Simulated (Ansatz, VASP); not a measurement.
# TiC in two plane-wave programs, part 2 of 2

One calculation is typed for both programs; each brings its own data sets. How far apart do they land? The cell is taken from a series of runs on this material, whose earlier steps may have relaxed, scaled, displaced or heated it; both programs get it as it stands.

VASP 6.6.1 and Ansatz 0.2.0.

So far: Set-up; Ansatz: zone-centre phonons, PBEsol.

## 3. VASP: zone-centre phonons, PBEsol

Level of this step: PBEsol; plane waves and PAW (C, Ti_sv) (VASP).

The same cell, functional, mesh and smearing now go to VASP, with its own data sets.

Lines of VASP's logs that name or quote its potential files are left out, and so is its time.

Contents of INCAR:

```
SYSTEM = TiC
PREC = Accurate
ENCUT = 600
EDIFF = 1E-08
NELM = 120
ISMEAR = 1
SIGMA = 0.2
LREAL = .FALSE.
ALGO = Normal
GGA = PS
NBANDS = 14
LASPH = .TRUE.
LORBIT = 11
LWAVE = .FALSE.
LCHARG = .FALSE.
ISIF = 2
IBRION = 8
GGA_COMPAT = .FALSE.
KPAR = 2
```

Contents of POSCAR:

```
TiC
1.0
    0.0274273448      2.1619448398      2.1398423334
    2.1619448398      0.0274273448      2.1398423334
    2.1893721846      2.1893721846      0.0000000000
C Ti
1 1
Direct
    0.5000000000      0.5000000000      0.5000000000
    0.0000000000      0.0000000000      0.0000000000
```

Contents of KPOINTS:

```
Automatic mesh
0
Gamma
16 16 16
0 0 0
```

Potentials, in the order of the species: C and Ti_sv (PBE family, release 64).

Started as:

```bash
$ mpirun -np 2 vasp_std
```

Numbers of over 12 decimals in the logs are rounded to 6 here.

What it wrote:

```text
[banner, memory and clock lines left out]
running    2 mpi-ranks, on    1 nodes
 distrk:  each k-point on    1 cores,    2 groups
 distr:  one band on    1 cores,    1 groups

 POSCAR found type information on POSCAR C Ti
 POSCAR found :  2 types and       2 ions
|                                                                             |
|               ----> ADVICE to this user running VASP <----                  |
|                                                                             |
|     You enforced a specific xc type in the INCAR file but a different       |
|     [... a line on the potential file left out ...]
|     I HOPE YOU KNOW WHAT YOU ARE DOING!                                     |
|                                                                             |

 LDA part: xc-table for (Slater+PW92), standard interpolation
 POSCAR, INCAR and KPOINTS ok, starting setup
 FFT: planning ... GRIDC
 FFT: planning ... GRID_SOFT
 FFT: planning ... GRID
 WAVECAR not read
 entering main loop
       N       E                     dE             d eps       ncg     rms          rms(c)
DAV:   1     0.127345692691E+03    0.12735E+03   -0.88819E+03 17400   0.151E+03
DAV:   2    -0.162287353875E+02   -0.14357E+03   -0.13517E+03 18282   0.372E+02
DAV:   3    -0.248048825358E+02   -0.85761E+01   -0.83568E+01 23252   0.873E+01
DAV:   4    -0.251691295841E+02   -0.36425E+00   -0.36398E+00 21656   0.162E+01
DAV:   5    -0.251775345298E+02   -0.84049E-02   -0.84038E-02 23526   0.219E+00    0.187E+01
DAV:   6    -0.203820150665E+02    0.47955E+01   -0.12678E+01 24970   0.601E+01    0.672E+00
DAV:   7    -0.198376630237E+02    0.54435E+00   -0.20657E+00 21056   0.215E+01    0.520E+00
DAV:   8    -0.198038766787E+02    0.33786E-01   -0.11269E-01 19614   0.410E+00    0.322E+00
DAV:   9    -0.197957825924E+02    0.80941E-02   -0.11022E-01 20928   0.415E+00    0.786E-01
DAV:  10    -0.197946208632E+02    0.11617E-02   -0.10380E-02 24136   0.137E+00    0.719E-01
DAV:  11    -0.197922077082E+02    0.24132E-02   -0.55912E-03 18696   0.113E+00    0.161E-01
DAV:  12    -0.197921871490E+02    0.20559E-04   -0.35831E-04 19992   0.201E-01    0.494E-02
DAV:  13    -0.197921766425E+02    0.10507E-04   -0.21961E-05 20876   0.361E-02    0.630E-03
DAV:  14    -0.197921761205E+02    0.52199E-06   -0.85125E-07 22404   0.118E-02    0.245E-03
DAV:  15    -0.197921759874E+02    0.13308E-06   -0.17043E-07 25746   0.708E-03    0.151E-03
DAV:  16    -0.197921759579E+02    0.29464E-07   -0.47799E-08 18654   0.301E-03    0.202E-04
DAV:  17    -0.197921759624E+02   -0.44363E-08   -0.11217E-09 10716   0.391E-04
   1 F= -.19792176E+02 E0= -.19792166E+02  d E =-.299354E-04
 Linear response reoptimize wavefunctions to high precision
DAV:   1    -0.197921759641E+02   -0.17569E-08   -0.32078E-10 13540   0.174E-04
DAV:   2    -0.197921759641E+02    0.45475E-12   -0.10071E-10  9330   0.897E-05
 Linear response DOF=           4
 Linear response progress:
  Degree of freedom:   1/  4
       N       E                     dE             d eps       ncg     rms          rms(c)
RMM:   1    -0.123964477329E+00   -0.12396E+00   -0.37152E-02 67887   0.218E+00
RMM:   2    -0.115934057848E+00    0.80304E-02   -0.51894E-03 60612   0.532E-01    0.133E-01
RMM:   3    -0.116603515478E+00   -0.66946E-03   -0.17925E-03 63743   0.228E-01    0.622E-02
RMM:   4    -0.117566468736E+00   -0.96295E-03   -0.63751E-04 65375   0.138E-01    0.148E-02
RMM:   5    -0.117688916549E+00   -0.12245E-03   -0.13981E-04 73359   0.555E-02    0.247E-03
RMM:   6    -0.117677015603E+00    0.11901E-04   -0.18795E-05 73039   0.225E-02    0.122E-03
RMM:   7    -0.117675429057E+00    0.15865E-05   -0.38473E-06 74922   0.105E-02    0.624E-04
RMM:   8    -0.117677976070E+00   -0.25470E-05   -0.77346E-07 73981   0.512E-03    0.317E-04
RMM:   9    -0.117676162364E+00    0.18137E-05   -0.24936E-07 75441   0.278E-03    0.102E-04
RMM:  10    -0.117676116023E+00    0.46341E-07   -0.32924E-07 74467   0.147E-03    0.527E-05
RMM:  11    -0.117675974020E+00    0.14200E-06   -0.10325E-07 75048   0.820E-04    0.417E-05
RMM:  12    -0.117675986006E+00   -0.11986E-07   -0.45792E-08 77623   0.440E-04    0.385E-05
RMM:  13    -0.117676039730E+00   -0.53724E-07   -0.13415E-07 71811   0.293E-04    0.121E-04
RMM:  14    -0.117676020210E+00    0.19520E-07    0.22019E-08 67446   0.204E-04    0.272E-05
RMM:  15    -0.117676033460E+00   -0.13250E-07   -0.18329E-08 74516   0.975E-05    0.886E-06
RMM:  16    -0.117676040199E+00   -0.67395E-08   -0.38214E-09 76287   0.532E-05    0.298E-06
 first order change of Fermi-energy   0.55083E-03
 force on displaced ion       1 direction 1 :  -9.727  -0.555   0.000
 Linear response progress:
  Degree of freedom:   2/  4
       N       E                     dE             d eps       ncg     rms          rms(c)
RMM:   1    -0.124645190901E+00   -0.12465E+00   -0.36228E-02 37568   0.228E+00
RMM:   2    -0.116468983117E+00    0.81762E-02   -0.56160E-03 34067   0.555E-01    0.136E-01
RMM:   3    -0.117144702820E+00   -0.67572E-03   -0.18542E-03 35470   0.237E-01    0.634E-02
RMM:   4    -0.118132316010E+00   -0.98761E-03   -0.69084E-04 36218   0.143E-01    0.152E-02
RMM:   5    -0.118264921518E+00   -0.13261E-03   -0.14545E-04 40852   0.579E-02    0.296E-03
RMM:   6    -0.118258065718E+00    0.68558E-05   -0.19899E-05 40492   0.237E-02    0.155E-03
RMM:   7    -0.118252042644E+00    0.60231E-05   -0.41583E-06 40836   0.112E-02    0.724E-04
RMM:   8    -0.118256555926E+00   -0.45133E-05   -0.68317E-07 40321   0.565E-03    0.334E-04
RMM:   9    -0.118253775956E+00    0.27800E-05   -0.16742E-07 41203   0.309E-03    0.124E-04
RMM:  10    -0.118254017902E+00   -0.24195E-06   -0.52742E-07 40920   0.164E-03    0.534E-05
RMM:  11    -0.118253861697E+00    0.15620E-06   -0.15466E-07 41571   0.872E-04    0.401E-05
RMM:  12    -0.118253884800E+00   -0.23103E-07   -0.95815E-08 42470   0.473E-04    0.247E-05
RMM:  13    -0.118253907591E+00   -0.22791E-07   -0.16594E-07 41114   0.270E-04    0.170E-05
RMM:  14    -0.118253932363E+00   -0.24772E-07   -0.19590E-08 40671   0.159E-04    0.203E-05
RMM:  15    -0.118253936459E+00   -0.40961E-08   -0.10393E-08 42559   0.825E-05    0.167E-05
 first order change of Fermi-energy   0.10437E-02
 force on displaced ion       1 direction 3 :  -0.000  -0.000 -10.682
 Linear response progress:
  Degree of freedom:   3/  4
       N       E                     dE             d eps       ncg     rms          rms(c)
RMM:   1    -0.702448790802E+00   -0.70245E+00    0.52139E+00 30871   0.138E+02
RMM:   2    -0.676371676018E+00    0.26077E-01   -0.24391E-01 53184   0.501E+00    0.228E-01
RMM:   3    -0.674719187939E+00    0.16525E-02   -0.18589E-02 63096   0.117E+00    0.113E-01
RMM:   4    -0.673873849769E+00    0.84534E-03   -0.78413E-03 69314   0.527E-01    0.221E-02
RMM:   5    -0.674429352875E+00   -0.55550E-03   -0.12837E-03 73380   0.213E-01    0.106E-02
RMM:   6    -0.674776414293E+00   -0.34706E-03   -0.33149E-04 73985   0.921E-02    0.737E-03
RMM:   7    -0.675286090451E+00   -0.50968E-03   -0.80410E-05 65856   0.492E-02    0.593E-03
RMM:   8    -0.675157311363E+00    0.12878E-03   -0.41052E-05 71568   0.254E-02    0.666E-04
RMM:   9    -0.675124595940E+00    0.32715E-04   -0.24359E-05 74894   0.145E-02    0.839E-04
RMM:  10    -0.675153254173E+00   -0.28658E-04   -0.16766E-05 72532   0.866E-03    0.209E-04
RMM:  11    -0.675163182578E+00   -0.99284E-05   -0.13163E-05 75858   0.576E-03    0.501E-05
RMM:  12    -0.675164595304E+00   -0.14127E-05   -0.89709E-06 77408   0.395E-03    0.730E-05
RMM:  13    -0.675167946176E+00   -0.33509E-05   -0.70647E-06 71028   0.299E-03    0.248E-05
RMM:  14    -0.675168502013E+00   -0.55584E-06   -0.53909E-06 77839   0.231E-03    0.300E-05
RMM:  15    -0.675167773090E+00    0.72892E-06   -0.47273E-06 71707   0.187E-03    0.667E-05
RMM:  16    -0.675168570533E+00   -0.79744E-06   -0.39212E-06 69189   0.155E-03    0.568E-05
RMM:  17    -0.675168816408E+00   -0.24588E-06   -0.31192E-06 74620   0.131E-03    0.582E-05
RMM:  18    -0.675169063358E+00   -0.24695E-06   -0.25640E-06 70049   0.112E-03    0.579E-05
 first order change of Fermi-energy  -0.48390E-03
 force on displaced ion       2 direction 1 :  -9.761  -0.553   0.000
 Linear response progress:
  Degree of freedom:   4/  4
       N       E                     dE             d eps       ncg     rms          rms(c)
RMM:   1    -0.688451534133E+00   -0.68845E+00    0.66082E+00 17530   0.139E+02
RMM:   2    -0.662137871113E+00    0.26314E-01   -0.24522E-01 29723   0.499E+00    0.230E-01
RMM:   3    -0.660473937311E+00    0.16639E-02   -0.18823E-02 35052   0.117E+00    0.113E-01
RMM:   4    -0.659603944276E+00    0.86999E-03   -0.80826E-03 38442   0.527E-01    0.224E-02
RMM:   5    -0.660135420835E+00   -0.53148E-03   -0.12559E-03 40586   0.209E-01    0.107E-02
RMM:   6    -0.660460435000E+00   -0.32501E-03   -0.32685E-04 40948   0.902E-02    0.782E-03
RMM:   7    -0.660740967294E+00   -0.28053E-03   -0.79243E-05 38112   0.438E-02    0.282E-03
RMM:   8    -0.660911708795E+00   -0.17074E-03   -0.36539E-05 39195   0.245E-02    0.249E-03
RMM:   9    -0.660818737452E+00    0.92971E-04   -0.21100E-05 38807   0.142E-02    0.675E-04
RMM:  10    -0.660836778037E+00   -0.18041E-04   -0.16212E-05 41377   0.826E-03    0.300E-04
RMM:  11    -0.660851644741E+00   -0.14867E-04   -0.12638E-05 40799   0.542E-03    0.453E-05
RMM:  12    -0.660850668070E+00    0.97667E-06   -0.10332E-05 43209   0.376E-03    0.660E-05
RMM:  13    -0.660851693803E+00   -0.10257E-05   -0.85265E-06 42027   0.281E-03    0.710E-05
RMM:  14    -0.660848468481E+00    0.32253E-05   -0.67190E-06 38111   0.231E-03    0.183E-04
[...]
RMM:  30    -0.660856325566E+00    0.37301E-09   -0.53597E-07 30844   0.259E-04    0.609E-06
RMM:  31    -0.660856339575E+00   -0.14008E-07   -0.48048E-07 29803   0.232E-04    0.860E-06
RMM:  32    -0.660856341003E+00   -0.14287E-08   -0.44331E-07 19507   0.208E-04    0.102E-05
RMM:  33    -0.660856340998E+00    0.53473E-11   -0.37425E-07 17114   0.186E-04    0.114E-05
RMM:  34    -0.660856326926E+00    0.14072E-07   -0.35053E-07 31312   0.168E-04    0.135E-05
RMM:  35    -0.660856329050E+00   -0.21238E-08   -0.30039E-07 17646   0.150E-04    0.145E-05
RMM:  36    -0.660856338168E+00   -0.91183E-08   -0.28736E-07 19271   0.135E-04    0.157E-05
RMM:  37    -0.660856347191E+00   -0.90230E-08   -0.25098E-07 22391   0.122E-04    0.159E-05
 first order change of Fermi-energy  -0.73557E-03
 force on displaced ion       2 direction 3 :  -0.000  -0.000 -10.694
 Linear response finished
```

Parts of OUTCAR (step 3):

```text
ion  position               nearest neighbor table
   1  0.500  0.500  0.500-   2 2.14   2 2.14   2 2.16   2 2.16   2 2.16   2 2.16
   2  0.000  0.000  0.000-   1 2.14   1 2.14   1 2.16   1 2.16   1 2.16   1 2.16

  LATTYP: Found a body centered orthorhombic cell.
 ALAT       =     3.0186635906
 B/A-ratio  =     1.0256988709
 C/A-ratio  =     1.4177415066

 Subroutine GETGRP returns: Found  8 space group operations
 (whereof  8 operations were pure point group operations)

The static configuration has the point symmetry D_2h.

 Found    621 irreducible k-points:

   k-points           NKPTS =    621   k-points in BZ     NKDIM =    621   number of bands    NBANDS=     14

   dimension x,y,z NGX =    24 NGY =   24 NGZ =   28
   dimension x,y,z NGXF=    48 NGYF=   48 NGZF=   56

   ENCUT  =  600.0 eV  44.10 Ry    6.64 a.u.   6.08  6.08  6.18*2*pi/ulx,y,z

   NELECT =      16.0000    total number of electrons

 k-points in reciprocal lattice and weights: Automatic mesh
   0.00000000  0.00000000  0.00000000       0.000
   0.06250000  0.00000000  0.00000000       0.001
   0.12500000  0.00000000  0.00000000       0.001
   0.18750000  0.00000000  0.00000000       0.001
   0.25000000  0.00000000  0.00000000       0.001
   0.31250000  0.00000000  0.00000000       0.001
   0.37500000  0.00000000  0.00000000       0.001
   0.43750000  0.00000000  0.00000000       0.001
   0.50000000  0.00000000  0.00000000       0.000
[...]
0.25000000  0.25000000  0.50000000       0.000
  -0.25000000  0.25000000  0.50000000       0.000

 average (electrostatic) potential at core
       1 -44.4294       2 -70.7349

  Total       -0.5069928     -0.5069928      0.0306437     -0.5323949      0.0000000      0.0000000
  in kB      -40.6145206    -40.6145206      2.4548262    -42.6494433      0.0000000      0.0000000
  external PRESSURE =     -26.2580716 kB  Pullay stress =       0.0000000 kB

  energy-cutoff  :      600.00
  volume of cell :       20.00
      direct lattice vectors                 reciprocal lattice vectors
     0.027427345  2.161944840  2.139842333    -0.234244976  0.234244976  0.233662075
     2.161944840  0.027427345  2.139842333     0.234244976 -0.234244976  0.233662075
     2.189372185  2.189372185  0.000000000     0.228375972  0.228375972 -0.233662075

 POSITION                                       TOTAL-FORCE (eV/Angst)
 -----------------------------------------------------------------------------------
      2.18937      2.18937      2.13984        -0.000000      0.000000      0.000000
      0.00000      0.00000      0.00000         0.000000     -0.000000     -0.000000
 -----------------------------------------------------------------------------------
    total drift:                                0.000000     -0.000000     -0.000000

 Eigenvectors and eigenvalues of the dynamical matrix
 ----------------------------------------------------

   1 f  =   16.490832 THz   103.614953 2PiTHz  550.074946 cm-1    68.200570 meV
             X         Y         Z           dx          dy          dz
      2.189372  2.189372  2.139842     0.000000    0.000000    0.894019
      0.000000  0.000000  0.000000     0.000000    0.000000   -0.448029

   2 f  =   16.182361 THz   101.676771 2PiTHz  539.785448 cm-1    66.924836 meV
             X         Y         Z           dx          dy          dz
      2.189372  2.189372  2.139842     0.632048    0.632048    0.000000
      0.000000  0.000000  0.000000    -0.317042   -0.317042    0.000000

   3 f  =   15.285208 THz    96.039794 2PiTHz  509.859654 cm-1    63.214512 meV
             X         Y         Z           dx          dy          dz
      2.189372  2.189372  2.139842    -0.631993    0.631993    0.000000
      0.000000  0.000000  0.000000     0.317151   -0.317151    0.000000

   4 f/i=    0.003753 THz     0.023579 2PiTHz    0.125175 cm-1     0.015520 meV
             X         Y         Z           dx          dy          dz
      2.189372  2.189372  2.139842     0.000000    0.000000   -0.448029
      0.000000  0.000000  0.000000     0.000000    0.000000   -0.894019

   5 f/i=    0.009761 THz     0.061327 2PiTHz    0.325578 cm-1     0.040366 meV
             X         Y         Z           dx          dy          dz
      2.189372  2.189372  2.139842    -0.317042   -0.317042    0.000000
      0.000000  0.000000  0.000000    -0.632048   -0.632048    0.000000

   6 f/i=    0.011856 THz     0.074492 2PiTHz    0.395467 cm-1     0.049032 meV
             X         Y         Z           dx          dy          dz
      2.189372  2.189372  2.139842    -0.317151    0.317151    0.000000
      0.000000  0.000000  0.000000    -0.631993    0.631993    0.000000

 ELASTIC MODULI CONTR FROM IONIC RELAXATION (kBar)
 Direction    XX          YY          ZZ          XY          YZ          ZX
 --------------------------------------------------------------------------------
 XX           0.0000      0.0000      0.0000      0.0000      0.0000      0.0000
 YY           0.0000      0.0000      0.0000      0.0000      0.0000      0.0000
 ZZ           0.0000      0.0000      0.0000      0.0000      0.0000      0.0000
 XY           0.0000      0.0000      0.0000      0.0000      0.0000      0.0000
 YZ           0.0000      0.0000      0.0000      0.0000      0.0000      0.0000
 ZX           0.0000      0.0000      0.0000      0.0000      0.0000      0.0000
 --------------------------------------------------------------------------------
```

## 4. Comparison

Known differences besides the potentials themselves: the cutoff is 420 eV in Ansatz and 600 eV in VASP; Ansatz makes its cores anew for this functional, VASP keeps those of its PBE data sets. Total energies have different zeros and are not compared.

The two programs side by side:

```csv
quantity,Ansatz,VASP,difference
optical mode 1 (cm⁻¹),508.7,509.9,-0.23 %
optical mode 2 (cm⁻¹),537.6,539.8,-0.40 %
optical mode 3 (cm⁻¹),549.2,550.1,-0.16 %
```

Modes are paired by rising frequency, not by their patterns, so a pair may set unlike modes beside each other; they are those without the splitting of longitudinal modes.

## 5. Outcome

```json
{
  "r.m.s. difference of the optical zone-centre modes, each program's sorted by frequency (zone-centre phonons, PBEsol)": "1.5 cm⁻¹"
}
```

What this shows: The r.m.s. difference of the optical zone-centre modes, each program's sorted by frequency is 1.5 cm⁻¹ (zone-centre phonons, PBEsol). Such differences can come from data sets, numerical settings and the points named under the comparisons, not from the functional's error against experiment.

[Lines on the potential files, build, host, timing and source positions are cut from VASP's logs without a mark.]

[Logs are printed without paths, hosts, clocks, repeated set-up lines and the standing remarks that a program may print on its own settings, such as how far it seeks lower states.]

[Hosts, paths, dates, database ids (printed as entryN), source tags and the programs' standing remarks are cut or masked in the printed files.]
